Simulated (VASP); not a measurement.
# CsSb6 (Pm-3m) in VASP: single point with PBE

Aim: the single point of CsSb6 with PBE.

All numbers are computed with VASP 6.6.1; they aren't measurements. Logs are shortened: lines on timing, memory, paths and dates and some standing lists are left out, and cuts for length are marked.

### Step 1. The cell of the first run

Symmetry: Pm-3m, No. 221, cubic system. Conventional cell: a = 7.382 Å, b = 7.382 Å, c = 7.382 Å, α = 90.00°, β = 90.00°, γ = 90.00°. Around Sb (site symmetry 4mm) lie 5 Sb at 2.96 to 3.13 Å.

The cell was built by a generator and needn't be a form met in nature.

### Step 2. Single point, PBE (species swapped into the LaB6 type (Pm-3m, No. 221))

INCAR reads:

```
PREC = Accurate
ENCUT = 520
EDIFF = 1E-7
ISMEAR = 0
SIGMA = 0.1
LREAL = F
LASPH = T
NELM = 100
ALGO = Fast
ISIF = 2
LWAVE = F
LCHARG = T
GGA = PE
LELF = T
LVHAR = T
NBANDS = 28
```

KPOINTS reads:

```
Automatic mesh
0
Gamma
  6 6 6
```

POSCAR reads:

```
CsSb6
1.0
    7.3822405222      0.0000000000      0.0000000000
    0.0000000000      7.3822405222      0.0000000000
    0.0000000000      0.0000000000      7.3822405222
Cs Sb
1 6
Direct
    0.0000000000      0.0000000000      0.0000000000
    0.7995948715      0.5000000000      0.5000000000
    0.2004051285      0.5000000000      0.5000000000
    0.5000000000      0.5000000000      0.7995948715
    0.5000000000      0.5000000000      0.2004051285
    0.5000000000      0.2004051285      0.5000000000
    0.5000000000      0.7995948715      0.5000000000
```

Potentials or basis: VASP PAW PBE potentials, release 64 (Cs_sv, Sb).

Launch:

```sh
cat potpaw_PBE.64/Cs_sv/POTCAR potpaw_PBE.64/Sb/POTCAR > POTCAR
mpirun -np 1 vasp_std > vasp.out
```

OUTCAR:

```text
PREC = Accurate
   ENCUT = 520
   EDIFF = 1E-7
   ISMEAR = 0
   LREAL = F
   LASPH = T
   NELM = 100
   ISIF = 2
   GGA = PE

 ion  position               nearest neighbor table
   1  0.000  0.000  0.000-
   2  0.800  0.500  0.500-   3 2.96   4 3.13   5 3.13   6 3.13   7 3.13
   3  0.200  0.500  0.500-   2 2.96   4 3.13   5 3.13   6 3.13   7 3.13
   4  0.500  0.500  0.800-   5 2.96   3 3.13   2 3.13   6 3.13   7 3.13
   5  0.500  0.500  0.200-   4 2.96   3 3.13   2 3.13   6 3.13   7 3.13
   6  0.500  0.200  0.500-   7 2.96   3 3.13   4 3.13   5 3.13   2 3.13
   7  0.500  0.800  0.500-   6 2.96   3 3.13   4 3.13   5 3.13   2 3.13

  LATTYP: Found a simple cubic cell.
 ALAT       =     7.3822405222

  Lattice vectors:

 A1 = (   7.3822405222,   0.0000000000,   0.0000000000)
 A2 = (   0.0000000000,   7.3822405222,   0.0000000000)
 A3 = (   0.0000000000,   0.0000000000,   7.3822405222)

Analysis of symmetry for initial positions (statically):
=====================================================================
 Subroutine PRICEL returns:
 Original cell was already a primitive cell.

 Routine SETGRP: Setting up the symmetry group for a
 simple cubic supercell.

 Subroutine GETGRP returns: Found 48 space group operations
 (whereof 48 operations were pure point group operations)
 out of a pool of 48 trial point group operations.

The static configuration has the point symmetry O_h .

Analysis of symmetry for dynamics (positions and initial velocities):
=====================================================================
 Subroutine PRICEL returns:
 Original cell was already a primitive cell.

 Routine SETGRP: Setting up the symmetry group for a
 simple cubic supercell.

 Subroutine GETGRP returns: Found 48 space group operations
 (whereof 48 operations were pure point group operations)
 out of a pool of 48 trial point group operations.

The dynamic configuration has the point symmetry O_h .

 Subroutine INISYM returns: Found 48 space group operations
 (whereof 48 operations are pure point group operations),
 and found     1 'primitive' translations

----------------------------------------------------------------------------------------

                                     Primitive cell

  volume of cell :     402.3135

  direct lattice vectors                    reciprocal lattice vectors
     7.382240522  0.000000000  0.000000000     0.135460230  0.000000000  0.000000000
     0.000000000  7.382240522  0.000000000     0.000000000  0.135460230  0.000000000
     0.000000000  0.000000000  7.382240522     0.000000000  0.000000000  0.135460230

  length of vectors
     7.382240522  7.382240522  7.382240522     0.135460230  0.135460230  0.135460230

  position of ions in fractional coordinates (direct lattice)
     0.000000000  0.000000000  0.000000000
     0.799594871  0.500000000  0.500000000
     0.200405129  0.500000000  0.500000000
     0.500000000  0.500000000  0.799594871
     0.500000000  0.500000000  0.200405129
     0.500000000  0.200405129  0.500000000
     0.500000000  0.799594871  0.500000000

  ion indices of the primitive-cell ions
   primitive index   ion index
                 1           1
                 2           2
                 3           3
                 4           4
                 5           5
                 6           6
                 7           7

----------------------------------------------------------------------------------------

 KPOINTS: Automatic mesh

Automatic generation of k-mesh.
 Grid dimensions read from file:
 generate k-points for:    6    6    6

 Generating k-lattice:

  Cartesian coordinates                     Fractional coordinates (reciprocal lattice)
     0.022576705  0.000000000  0.000000000     0.166666667  0.000000000  0.000000000
     0.000000000  0.022576705  0.000000000     0.000000000  0.166666667  0.000000000
     0.000000000  0.000000000  0.022576705     0.000000000  0.000000000  0.166666667

  Length of vectors
     0.022576705  0.022576705  0.022576705

  Shift w.r.t. Gamma in fractional coordinates (k-lattice)
     0.000000000  0.000000000  0.000000000

 Subroutine IBZKPT returns following result:
 ===========================================

 Found     20 irreducible k-points:

 Following reciprocal coordinates:
            Coordinates               Weight
  0.000000  0.000000  0.000000      1.000000
  0.166667  0.000000  0.000000      6.000000
  0.333333  0.000000  0.000000      6.000000
  0.500000  0.000000  0.000000      3.000000
  0.166667  0.166667  0.000000     12.000000
  0.333333  0.166667  0.000000     24.000000
[... 12 lines left out ...]
  0.500000  0.500000  0.333333      6.000000
  0.500000  0.500000  0.500000      1.000000
   k-points           NKPTS =     20   k-points in BZ     NKDIM =     20   number of bands    NBANDS=     28
   number of dos      NEDOS =    301   number of ions     NIONS =      7
   total plane-waves  NPLWV = 175616
   dimension x,y,z NGX =    56 NGY =   56 NGZ =   56
   dimension x,y,z NGXF=   112 NGYF=  112 NGZF=  112
   ions per type =               1   6
   NGX,Y,Z   is equivalent  to a cutoff of  12.61, 12.61, 12.61 a.u.
   NGXF,Y,Z  is equivalent  to a cutoff of  25.22, 25.22, 25.22 a.u.
 SYSTEM =  unknown system
   PREC   = accura    normal or accurate (medium, high low for compatibility)
   ISTART =      0    job   : 0-new  1-cont  2-samecut
   ICHARG =      2    charge: 1-file 2-atom 10-const
   ISPIN  =      1    spin polarized calculation?
   LNONCOLLINEAR =      F non collinear calculations
   LSORBIT =      F    spin-orbit coupling
   LASPH  =      T    aspherical Exc in radial PAW
   ENCUT  =  520.0 eV  38.22 Ry    6.18 a.u.  13.73 13.73 13.73*2*pi/ulx,y,z
   NELM   =    100;   NELMIN=  2; NELMDL= -5     # of ELM steps
   EDIFF  = 0.1E-06   stopping-criterion for ELM
   LREAL  =      F    real-space projection
   EDIFFG = 0.1E-05   stopping-criterion for IOM
   NSW    =      0    number of steps for IOM
   IBRION =     -1    ionic relax: 0-MD 1-quasi-New 2-CG
   NFREE  =      0    steps in history (QN), initial steepest desc. (CG)
   ISIF   =      2    stress and relaxation
   ISYM   =      2    0-nonsym 1-usesym 2-fastsym
   POTIM  = 0.5000    time-step for ionic-motion
   TEBEG  =    0.0;   TEEND  =   0.0 temperature during run
   PSTRESS=    0.0 pullay stress
   NELECT =      39.0000    total number of electrons
   NUPDOWN=      -1.0000    fix difference up-down
   EMIN   =  10.00;   EMAX   =-10.00  energy-range for DOS
   EFERMI =   0.00;   METHOD = LEGACY
   ISMEAR =     0;   SIGMA  =   0.10  broadening in eV -4-tet -1-fermi 0-gaus
   EFERMI_NEDOS =   21; number of points for ismear=-14 and -15
   IALGO  =     68    algorithm
   IMIX   =      4    mixing-type and parameters
     AMIX     =   0.40;   BMIX     =  1.00
     AMIX_MAG =   1.60;   BMIX_MAG =  1.00
  volume/ion in A,a.u.               =      57.47       387.85
  Fermi-wavevector in a.u.,A,eV,Ry     =   0.752041  1.421151  7.694988  0.565566
  Thomas-Fermi vector in A             =   1.849161
   LORBIT       =      0    0 simple, 1 ext, 2 COOP (PROOUT), +10 PAW based schemes
   GGA     = PE    functional components
   LHFCALC =     F    Hartree Fock is set to
   AEXX    =    0.0000 exact exchange contribution
   IVDW    =     0    specifies the selected vdW correction
   LEPSILON=     F    determine dielectric tensor
   LRPA    =     F    only Hartree local field effects (RPA)
 non-spin polarized calculation
 RMM-DIIS sequential band-by-band and
 Gauss-broadening in eV      SIGMA  =   0.10
  energy-cutoff  :      520.00
  volume of cell :      402.31
 maximum number of plane-waves:     10875
 NGX is ok and might be reduce to    56
   NGX = 27   NGY = 27   NGZ = 27

 number of electron      38.9999998 magnetization

 Free energy of the ion-electron system (eV)
  ---------------------------------------------------
  ext. energy  EPLUGINS =         0.00000000
  ---------------------------------------------------
  free energy    TOTEN  =       -23.54131524 eV

  energy without entropy =      -23.51589938  energy(sigma->0) =      -23.52860731

 E-fermi :   2.1311     XC(G=0):  -6.5615

 val. band max:        2.1003645591   @ k =   0.5000   0.3333   0.3333
 cond. band min:       2.1357371930   @ k =   0.3333   0.1667   0.1667
 fundamental gap:      0.0353726339
 Fermi energy:         2.1311390041

 k-point     1 :       0.0000    0.0000    0.0000
  band No.  band energies     occupation
      1     -21.4154      2.00000
      2      -9.6309      2.00000
      3      -8.1678      2.00000
      4      -8.1678      2.00000
      5      -8.1678      2.00000
      6      -6.7196      2.00000
[... 20 lines left out ...]
     27       4.7888      0.00000
     28       4.7888      0.00000

 k-point     2 :       0.1667    0.0000    0.0000
  band No.  band energies     occupation
      1     -21.4154      2.00000
      2      -9.5986      2.00000
      3      -8.1680      2.00000
      4      -8.1677      2.00000
      5      -8.1677      2.00000
      6      -7.1645      2.00000
[... 20 lines left out ...]
     27       4.9707      0.00000
     28       5.4251      0.00000

 k-point     3 :       0.3333    0.0000    0.0000
  band No.  band energies     occupation
      1     -21.4154      2.00000
      2      -9.5259      2.00000
      3      -8.1679      2.00000
      4      -8.1674      2.00000
      5      -8.1674      2.00000
      6      -7.5789      2.00000
[... 492 lines left out ...]
      3      -8.1702      2.00000
      4      -8.1702      2.00000
      5      -8.1685      2.00000
      6      -7.7287      2.00000
[... 20 lines left out ...]
     27       4.0059      0.00000
     28       5.4562      0.00000

 k-point    20 :       0.5000    0.5000    0.5000
  band No.  band energies     occupation
      1     -21.4153      2.00000
      2      -9.0814      2.00000
      3      -8.1689      2.00000
      4      -8.1689      2.00000
      5      -8.1689      2.00000
      6      -7.7288      2.00000
[... 20 lines left out ...]
     27       3.9074      0.00000
     28       5.6760      0.00000

------------------------ aborting loop because EDIFF is reached ----------------------------------------

  FORCE on cell =-STRESS in cart. coord.  units (eV):
  Direction    XX          YY          ZZ          XY          YZ          ZX
  --------------------------------------------------------------------------------------
  -------------------------------------------------------------------------------------
  Total        0.0717589      0.0717589      0.0717589      0.0000000      0.0000000     -0.0000000
  in kB        0.2857734      0.2857734      0.2857734      0.0000000      0.0000000     -0.0000000
  external PRESSURE =       0.2857734 kB  Pullay stress =       0.0000000 kB

 VOLUME and BASIS-vectors are now :
 -----------------------------------------------------------------------------
  energy-cutoff  :      520.00
  volume of cell :      402.31
      direct lattice vectors                 reciprocal lattice vectors
     7.382240522  0.000000000  0.000000000     0.135460230  0.000000000  0.000000000
     0.000000000  7.382240522  0.000000000     0.000000000  0.135460230  0.000000000
     0.000000000  0.000000000  7.382240522     0.000000000  0.000000000  0.135460230

 POSITION                                       TOTAL-FORCE (eV/Angst)
 -----------------------------------------------------------------------------------
      0.00000      0.00000      0.00000         0.000000      0.000000      0.000000
      5.90280      3.69112      3.69112         0.014144      0.000000      0.000000
      1.47944      3.69112      3.69112        -0.014144     -0.000000      0.000000
      3.69112      3.69112      5.90280         0.000000      0.000000      0.014144
      3.69112      3.69112      1.47944        -0.000000      0.000000     -0.014144
      3.69112      1.47944      3.69112         0.000000     -0.014144      0.000000
      3.69112      5.90280      3.69112         0.000000      0.014144     -0.000000
 -----------------------------------------------------------------------------------
    total drift:                               -0.000000      0.000000     -0.000000

  FREE ENERGIE OF THE ION-ELECTRON SYSTEM (eV)
  ---------------------------------------------------
  free  energy   TOTEN  =       -23.5413152419 eV

  energy  without entropy=      -23.5158993811  energy(sigma->0) =      -23.52860731
```

Wall time 3.9 min (1 thread of Intel Xeon Platinum 8559C (Emerald Rapids), shared host); peak memory 0.54 GiB.

What came out:

| Item | Value |
| --- | --- |
| Free energy | -23.5413 eV |
| Pressure | 0.0 GPa |
| Largest force | 0.014 eV/Å |
| Band gap on the k mesh | none (metal or under the smearing width) |

Forces on the atoms (eV/Å):
```
Cs   0.000  0.000  0.000
Sb   0.014  0.000  0.000
Sb  -0.014  0.000  0.000
Sb   0.000  0.000  0.014
Sb   0.000  0.000 -0.014
Sb   0.000 -0.014  0.000
Sb   0.000  0.014  0.000
```

The run has no spin-orbit coupling, so splittings on Cs, Sb are missing.
